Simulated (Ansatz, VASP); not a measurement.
# HfCoN2 in two plane-wave programs

Aim: how closely do two programs agree when they are given the same cell, functional and k mesh? The cell is invented: As first built, before any earlier steps moved the atoms (in the runner's words): it takes the HfTiN2 structure with some of its atoms replaced by other elements, volume scaled by an estimate. It may not be a known or stable phase. The cell is taken from a series of VASP runs on this material, whose earlier steps may have relaxed, scaled or displaced it; both programs get it as it stands. Other levels of theory on this material are compared in a session of their own.

Method: plane waves, with VASP 6.6.1 beside it; band structure at LDA, DFT+U, in Ansatz 0.2.0.

**1. The starting structure**

The structure is trigonal, space group R-3m (No. 166). The conventional cell has a = 3.214 Å, b = 3.214 Å, c = 14.664 Å, α = 90.00°, β = 90.00°, γ = 120.00°. Nearest to Hf lie 6 N at 2.22 Å. Co has 6 N at 2.23 Å nearest. Nearest to N lie 3 Hf at 2.22 Å and 3 Co at 2.23 Å. As first built, before any earlier steps moved the atoms (in the runner's words): sites of the HfTiN2 structure (space group 166) filled with other elements, volume scaled by an estimate. Farther neighbours and most contacts between anions are not listed.

Coordinates:

```xyz
4
Lattice="1.6069 0.9277 4.8881 -1.6069 0.9277 4.8881 0.0000 -1.8554 4.8881" Properties=species:S:1:pos:R:3 pbc="T T T"
Hf    0.0000    0.0000    7.3322
Co    0.0000    0.0000    0.0000
N     0.0000    0.0000   11.0074
N     0.0000    0.0000    3.6569
```

**2. VASP: band structure, LDA, DFT+U**

With cell and atoms fixed, the geometry can't cause a difference; cores, projectors, grids and the points listed under the comparison can.

Lines of VASP's logs that name or quote its potential files are left out, and so is its time.

INCAR reads:

```
SYSTEM = HfCoN2
PREC = Accurate
ENCUT = 520
EDIFF = 1E-06
NELM = 100
ISMEAR = -1
SIGMA = 0.05
LREAL = .FALSE.
ALGO = Normal
GGA = CA
NBANDS = 30
ISPIN = 2
MAGMOM = 0.055 2.699 0.099 0.099
LDAU = .TRUE.
LDAUTYPE = 2
LDAUL = 2 2 -1
LDAUU = 7 6.2 0
LDAUJ = 0 0 0
LDAUPRINT = 1
LASPH = .TRUE.
LMAXMIX = 4
LORBIT = 11
LWAVE = .FALSE.
LCHARG = .FALSE.
KPAR = 2
```

POSCAR reads:

```
HfCoN2
1.0
    1.6068630800      0.9277228300      4.8881050100
   -1.6068630800      0.9277228300      4.8881050100
    0.0000000000     -1.8554456600      4.8881050100
Hf Co N
1 1 2
Direct
    0.5000000000      0.5000000000      0.5000000000
    0.0000000000      0.0000000000      0.0000000000
    0.7506245350      0.7506245350      0.7506245350
    0.2493754650      0.2493754650      0.2493754650
```

KPOINTS reads:

```
Automatic mesh
0
Gamma
7 7 7
0 0 0
```

KPOINTS_OPT reads:

```
Line mode
16
Line-mode
Reciprocal
  0.00000000   0.00000000   0.00000000 GAMMA
  0.50000000   0.00000000   0.00000000 L

  0.50000000   0.00000000   0.00000000 L
  0.50000000   0.19068065  -0.19068065 B1

  0.80931935   0.50000000   0.19068065 B
  0.50000000   0.50000000   0.50000000 Z

  0.50000000   0.50000000   0.50000000 Z
  0.00000000   0.00000000   0.00000000 GAMMA

  0.00000000   0.00000000   0.00000000 GAMMA
  0.34534032   0.00000000  -0.34534032 X

  0.65465968   0.34534032   0.00000000 Q
  0.50000000   0.50000000   0.00000000 F

  0.50000000   0.50000000   0.00000000 F
  0.65465968   0.65465968   0.19068065 P1

  0.65465968   0.65465968   0.19068065 P1
  0.50000000   0.50000000   0.50000000 Z

  0.50000000   0.00000000   0.00000000 L
  0.80931935   0.34534032   0.34534032 P
```

PAW data sets: Hf_pv, Co and N (LDA family, release 64).

Launch:

```bash
$ mpirun -np 2 vasp_std
```

Numbers of over 12 decimals in the logs are rounded to 6 here.

What it wrote:

```text
[banner, memory and clock lines left out]
running    2 mpi-ranks, on    1 nodes
 distrk:  each k-point on    1 cores,    2 groups
 distr:  one band on    1 cores,    1 groups

 POSCAR found type information on POSCAR HfCoN
 POSCAR found :  3 types and       4 ions
 LDA part: xc-table for (Slater(with rela. corr.)+CA(PZ))
 , standard interpolation
 POSCAR, INCAR and KPOINTS ok, starting setup
 FFT: planning ... GRIDC
 FFT: planning ... GRID_SOFT
 FFT: planning ... GRID
 WAVECAR not read
 entering main loop
       N       E                     dE             d eps       ncg     rms          rms(c)
DAV:   1     0.181029245968E+03    0.18103E+03   -0.13201E+04  5400   0.103E+03
DAV:   2    -0.225440374918E+02   -0.20357E+03   -0.18277E+03  5652   0.282E+02
DAV:   3    -0.390809044595E+02   -0.16537E+02   -0.15954E+02  6264   0.775E+01
DAV:   4    -0.393617026323E+02   -0.28080E+00   -0.28001E+00  6050   0.992E+00
DAV:   5    -0.393667964369E+02   -0.50938E-02   -0.50933E-02  6046   0.137E+00    0.612E+01
DAV:   6    -0.348071552311E+02    0.45596E+01   -0.47421E+01  6408   0.780E+01    0.515E+01
DAV:   7    -0.323720448179E+02    0.24351E+01   -0.34753E+01  6060   0.771E+01    0.458E+01
DAV:   8    -0.321900841473E+02    0.18196E+00   -0.20254E+00  6470   0.176E+01    0.202E+01
DAV:   9    -0.323202286950E+02   -0.13014E+00   -0.43227E+00  6606   0.212E+01    0.542E+00
DAV:  10    -0.327338747707E+02   -0.41365E+00   -0.11518E+00  6958   0.729E+00    0.273E+00
DAV:  11    -0.328958727683E+02   -0.16200E+00   -0.16708E-01  7034   0.296E+00    0.146E+00
DAV:  12    -0.329952912355E+02   -0.99418E-01   -0.11935E-01  6516   0.334E+00    0.572E-01
DAV:  13    -0.330128808558E+02   -0.17590E-01   -0.40496E-02  7292   0.131E+00    0.388E-01
DAV:  14    -0.330217576909E+02   -0.88768E-02   -0.11500E-02  6660   0.549E-01    0.287E-01
DAV:  15    -0.330320611648E+02   -0.10303E-01   -0.38366E-02  6244   0.117E+00    0.184E-01
DAV:  16    -0.330334360880E+02   -0.13749E-02   -0.10890E-02  6796   0.572E-01    0.135E-01
DAV:  17    -0.330341143354E+02   -0.67825E-03   -0.91375E-04  6784   0.223E-01    0.807E-02
DAV:  18    -0.330342610352E+02   -0.14670E-03   -0.62798E-04  6672   0.191E-01    0.263E-02
DAV:  19    -0.330343178987E+02   -0.56863E-04   -0.42850E-04  6892   0.115E-01    0.147E-02
DAV:  20    -0.330343219299E+02   -0.40312E-05   -0.38613E-05  7102   0.364E-02    0.683E-03
DAV:  21    -0.330343221622E+02   -0.23231E-06   -0.11238E-06  3964   0.899E-03
   1 F= -.33034322E+02 E0= -.33034322E+02  d E =-.119198E-07  mag=     3.0001
 Start KPOINTS_OPT (optional k-point list driver)
k-point batch [1-44\144]
       N       E                     dE             ncg
DAV:   1     0.422338748184E+04   -0.33690E+05     5360
DAV:   2    -0.412611290307E+04   -0.83495E+04     5648
DAV:   3    -0.480979600802E+04   -0.68368E+03     6294
DAV:   4    -0.482262526425E+04   -0.12829E+02     5756
DAV:   5    -0.482289217311E+04   -0.26691E+00     6684
DAV:   6    -0.482290325838E+04   -0.11085E-01     6834
DAV:   7    -0.482290341945E+04   -0.16107E-03     6792
DAV:   8    -0.482290342204E+04   -0.25945E-05     4590
DAV:   9    -0.482290342223E+04   -0.18908E-06     3612
[...]
k-point batch [133-144\144]
       N       E                     dE             ncg
DAV:   1     0.302220132484E+05   -0.12241E+05     1448
DAV:   2     0.279266298298E+05   -0.22954E+04     1570
DAV:   3     0.277414590171E+05   -0.18517E+03     1746
DAV:   4     0.277381311223E+05   -0.33279E+01     1518
DAV:   5     0.277380559409E+05   -0.75181E-01     1822
DAV:   6     0.277380527381E+05   -0.32028E-02     1880
DAV:   7     0.277380527182E+05   -0.19899E-04     1812
DAV:   8     0.277380527176E+05   -0.63624E-06     1204
```

OUTCAR, selected parts (step 2):

```text
ion  position               nearest neighbor table
   1  0.500  0.500  0.500-   4 2.22   3 2.22   4 2.22   4 2.22   3 2.22   3 2.22   2 3.07   2 3.07
                             2 3.07   2 3.07   2 3.07   2 3.07
   2  0.000  0.000  0.000-   3 2.23   4 2.23   3 2.23   3 2.23   4 2.23   4 2.23   1 3.07   1 3.07
                             1 3.07   1 3.07   1 3.07   1 3.07
   3  0.751  0.751  0.751-   1 2.22   1 2.22   1 2.22   2 2.23   2 2.23   2 2.23
   4  0.249  0.249  0.249-   1 2.22   1 2.22   1 2.22   2 2.23   2 2.23   2 2.23

  LATTYP: Found a trigonal (rhomboedric) cell.
 ALAT       =     5.2284079026
 COS(alpha) =     0.8110926680

 Subroutine GETGRP returns: Found 12 space group operations
 (whereof 12 operations were pure point group operations)

The static configuration has the point symmetry D_3d.

 Found     44 irreducible k-points:

   k-points           NKPTS =     44   k-points in BZ     NKDIM =     44   number of bands    NBANDS=     30

   dimension x,y,z NGX =    40 NGY =   40 NGZ =   40
   dimension x,y,z NGXF=    80 NGYF=   80 NGZF=   80

   ENCUT  =  520.0 eV  38.22 Ry    6.18 a.u.   9.72  9.72  9.72*2*pi/ulx,y,z

   NELECT =      29.0000    total number of electrons

 k-points in reciprocal lattice and weights: Automatic mesh
   0.00000000  0.00000000  0.00000000       0.003
   0.14285714 -0.00000000 -0.00000000       0.017
   0.28571429 -0.00000000  0.00000000       0.017
   0.42857143 -0.00000000  0.00000000       0.017
   0.14285714  0.14285714  0.00000000       0.017
   0.28571429  0.14285714 -0.00000000       0.035
   0.42857143  0.14285714  0.00000000       0.035
  -0.42857143  0.14285714  0.00000000       0.035
  -0.28571429  0.14285714  0.00000000       0.035
[...]
0.42857143  0.42857143  0.42857143       0.006
  -0.42857143  0.42857143  0.42857143       0.017

atom =   1  type =  1  l = 2

 onsite density matrix

spin component  1

  0.1459 -0.0000  0.0000  0.0692 -0.0000
 -0.0000  0.1658 -0.0000 -0.0000  0.0692
  0.0000 -0.0000  0.0822  0.0000 -0.0000
  0.0692 -0.0000  0.0000  0.1658  0.0000
 -0.0000  0.0692 -0.0000  0.0000  0.1459

spin component  2

  0.1403 -0.0000  0.0000  0.0616 -0.0000
 -0.0000  0.1591 -0.0000 -0.0000  0.0616
  0.0000 -0.0000  0.0781  0.0000 -0.0000
  0.0616 -0.0000  0.0000  0.1591  0.0000
 -0.0000  0.0616 -0.0000  0.0000  0.1403

 occupancies and eigenvectors

  o =  0.0781  v =  0.0000  0.0000  0.0000  0.0000  0.0000  0.0000  0.0000 -1.0000  0.0000 -0.0000      0.0000  0.0000  0.0000  0.0000  0.0000  0.0000  0.0000  0.0000  0.0000  0.0000
  o =  0.0822  v =  0.0000  0.0000 -1.0000  0.0000 -0.0000  0.0000  0.0000  0.0000  0.0000  0.0000      0.0000  0.0000  0.0000  0.0000  0.0000  0.0000  0.0000  0.0000  0.0000  0.0000
  o =  0.0860  v =  0.0000  0.6548  0.0000 -0.0000 -0.7558  0.0000  0.0000  0.0000  0.0000  0.0000      0.0000  0.0000  0.0000  0.0000  0.0000  0.0000  0.0000  0.0000  0.0000  0.0000
  o =  0.0860  v = -0.7558  0.0000  0.0000  0.6548 -0.0000  0.0000  0.0000  0.0000  0.0000  0.0000      0.0000  0.0000  0.0000  0.0000  0.0000  0.0000  0.0000  0.0000  0.0000  0.0000
  o =  0.0874  v =  0.0000  0.0000  0.0000  0.0000  0.0000  0.0000  0.6516  0.0000 -0.0000 -0.7586      0.0000  0.0000  0.0000  0.0000  0.0000  0.0000  0.0000  0.0000  0.0000  0.0000
[...]
0.0000  0.0258 -0.0000 -0.0000  0.9816

spin component  2

  0.5204  0.0000 -0.0000 -0.3961 -0.0000
  0.0000  0.5873  0.0000  0.0000 -0.3961
 -0.0000  0.0000  0.0487 -0.0000 -0.0000
 -0.3961  0.0000 -0.0000  0.5873  0.0000
 -0.0000 -0.3961 -0.0000  0.0000  0.5204

 occupancies and eigenvectors

  o =  0.0487  v =  0.0000  0.0000  0.0000  0.0000  0.0000  0.0000  0.0000  1.0000  0.0000  0.0000      0.0000  0.0000  0.0000  0.0000  0.0000  0.0000  0.0000  0.0000  0.0000  0.0000
  o =  0.1563  v =  0.0000  0.0000  0.0000  0.0000  0.0000 -0.0000  0.6767 -0.0000 -0.0000  0.7363      0.0000  0.0000  0.0000  0.0000  0.0000  0.0000  0.0000  0.0000  0.0000  0.0000
  o =  0.1563  v =  0.0000  0.0000  0.0000  0.0000  0.0000 -0.7363 -0.0000  0.0000 -0.6767 -0.0000      0.0000  0.0000  0.0000  0.0000  0.0000  0.0000  0.0000  0.0000  0.0000  0.0000
  o =  0.9514  v =  0.0000  0.0000  0.0000  0.0000  0.0000  0.0000  0.7363  0.0000 -0.0000 -0.6767      0.0000  0.0000  0.0000  0.0000  0.0000  0.0000  0.0000  0.0000  0.0000  0.0000
  o =  0.9514  v =  0.0000  0.0000  0.0000  0.0000  0.0000 -0.6767  0.0000  0.0000  0.7363 -0.0000      0.0000  0.0000  0.0000  0.0000  0.0000  0.0000  0.0000  0.0000  0.0000  0.0000
  o =  0.9648  v =  0.0000 -0.5463  0.0000 -0.0000  0.8376  0.0000  0.0000  0.0000  0.0000  0.0000      0.0000  0.0000  0.0000  0.0000  0.0000  0.0000  0.0000  0.0000  0.0000  0.0000
  o =  0.9648  v = -0.8376  0.0000  0.0000  0.5463  0.0000  0.0000  0.0000  0.0000  0.0000  0.0000      0.0000  0.0000  0.0000  0.0000  0.0000  0.0000  0.0000  0.0000  0.0000  0.0000
  o =  0.9708  v =  0.0000  0.0000  1.0000 -0.0000 -0.0000  0.0000  0.0000  0.0000  0.0000  0.0000      0.0000  0.0000  0.0000  0.0000  0.0000  0.0000  0.0000  0.0000  0.0000  0.0000
  o =  1.0212  v =  0.0000 -0.8376  0.0000  0.0000 -0.5463  0.0000  0.0000  0.0000  0.0000  0.0000      0.0000  0.0000  0.0000  0.0000  0.0000  0.0000  0.0000  0.0000  0.0000  0.0000
  o =  1.0212  v =  0.5463  0.0000  0.0000  0.8376  0.0000  0.0000  0.0000  0.0000  0.0000  0.0000      0.0000  0.0000  0.0000  0.0000  0.0000  0.0000  0.0000  0.0000  0.0000  0.0000

 average (electrostatic) potential at core
       1 -36.5094       2 -81.4205       3 -60.0646       4 -60.0646

 E-fermi :   7.7326

 spin component 1
 k-point     1 :       0.0000    0.0000    0.0000
  band No.  band energies     occupation
    ...
     12       4.6377      1.00000
     13       4.6377      1.00000
     14       6.2495      1.00000
     15       6.2495      1.00000
     16       6.5551      1.00000
     17      10.7226      0.00000
     18      11.2805      0.00000
     19      11.2805      0.00000
     20      12.3505      0.00000
     21      12.4413      0.00000
    ...

 k-point     2 :       0.1429   -0.0000   -0.0000
  band No.  band energies     occupation
    ...
     12       3.8415      1.00000
     13       4.6212      1.00000
     14       5.2897      1.00000
     15       6.1311      1.00000
     16       6.8896      1.00000
     17      10.7014      0.00000
     18      11.7624      0.00000
     19      11.7862      0.00000
     20      12.3071      0.00000
     21      13.3423      0.00000
    ...

 k-point     3 :       0.2857   -0.0000    0.0000
  band No.  band energies     occupation
    ...
     12       3.3200      1.00000
     13       4.1450      1.00000
     14       4.2857      1.00000
     15       6.2281      1.00000
     16       6.2945      1.00000
     17      10.2207      0.00000
     18      12.3958      0.00000
     19      12.8372      0.00000
     20      13.1542      0.00000
     21      15.2018      0.00000
    ...

 k-point     4 :       0.4286   -0.0000    0.0000
  band No.  band energies     occupation
    ...
     12       2.8311      1.00000
     13       3.7847      1.00000
     14       3.9902      1.00000
     15       6.0273      1.00000
     16       6.5013      1.00000
     17       9.8784      0.00000
     18      13.4300      0.00000
     19      13.8714      0.00000
     20      13.8917      0.00000
     21      15.5899      0.00000
    ...

 k-point     5 :       0.1429    0.1429    0.0000
  band No.  band energies     occupation
    ...
     12       3.9126      1.00000
     13       4.3479      1.00000
     14       5.0169      1.00000
     15       6.4855      1.00000
     16       6.9609      1.00000
     17      10.5138      0.00000
     18      11.7639      0.00000
     19      11.9490      0.00000
     20      12.3534      0.00000
     21      13.3340      0.00000
    ...

 k-point     6 :       0.2857    0.1429   -0.0000
  band No.  band energies     occupation
    ...
     12       3.5909      1.00000
     13       3.8310      1.00000
     14       4.9218      1.00000
     15       5.7042      1.00000
     16       6.8038      1.00000
     17      10.8864      0.00000
     18      11.4065      0.00000
     19      12.4195      0.00000
     20      13.2398      0.00000
     21      14.3479      0.00000
    ...

  Total        0.0514093      0.0514093      0.0301719      0.0000000     -0.0000000      0.0000000
  in kB        1.8839232      1.8839232      1.1056661      0.0000000     -0.0000000      0.0000000
  external PRESSURE =       1.6245042 kB  Pullay stress =       0.0000000 kB

  energy-cutoff  :      520.00
  volume of cell :       43.72
      direct lattice vectors                 reciprocal lattice vectors
     1.606863080  0.927722830  4.888105010     0.311165280  0.179651358  0.068192752
    -1.606863080  0.927722830  4.888105010    -0.311165280  0.179651358  0.068192752
     0.000000000 -1.855445660  4.888105010     0.000000000 -0.359302717  0.068192752

 POSITION                                       TOTAL-FORCE (eV/Angst)
 -----------------------------------------------------------------------------------
      0.00000      0.00000      7.33216         0.000000      0.000000      0.000000
      0.00000      0.00000      0.00000         0.000000      0.000000      0.000000
      0.00000      0.00000     11.00739         0.000000      0.000000     -0.010711
      0.00000      0.00000      3.65692         0.000000      0.000000      0.010711
 -----------------------------------------------------------------------------------
    total drift:                               -0.000000     -0.000000      0.000000

  FREE ENERGIE OF THE ION-ELECTRON SYSTEM (eV)
  ---------------------------------------------------
  free  energy   TOTEN  =       -33.0343221622 eV

  energy  without entropy=      -33.0343221503  energy(sigma->0) =      -33.03432216

 total charge
# of ion       s       p       d       tot
------------------------------------------
    1        0.356   6.739   1.345   8.440
    2        0.331   0.416   7.180   7.927
    3        1.223   2.482   0.000   3.705
    4        1.223   2.482   0.000   3.705
--------------------------------------------------
tot          3.133  12.120   8.525  23.777

 magnetization (x)
# of ion       s       p       d       tot
------------------------------------------
    1        0.008   0.019   0.028   0.055
    2        0.012   0.012   2.675   2.699
    3        0.014   0.085   0.000   0.099
    4        0.014   0.085   0.000   0.099
--------------------------------------------------
tot          0.048   0.202   2.703   2.953

[... 6 further parts left out ...]
```

Spin-orbit coupling is off here; with elements this heavy it splits and shifts levels by tenths of an eV or more. Direct gaps are counted within one spin. The valence top and the conduction bottom belong to opposite spins.

(Part 1 of 2 ends here.)

[Lines on the potential files, build, host, timing and source positions are cut from VASP's logs without a mark.]

[Logs are printed without paths, hosts, clocks, repeated set-up lines and the standing remarks that a program may print on its own settings, such as how far it seeks lower states.]

[Hosts, paths, dates, database ids (printed as entryN), source tags and the programs' standing remarks are cut or masked in the printed files.]
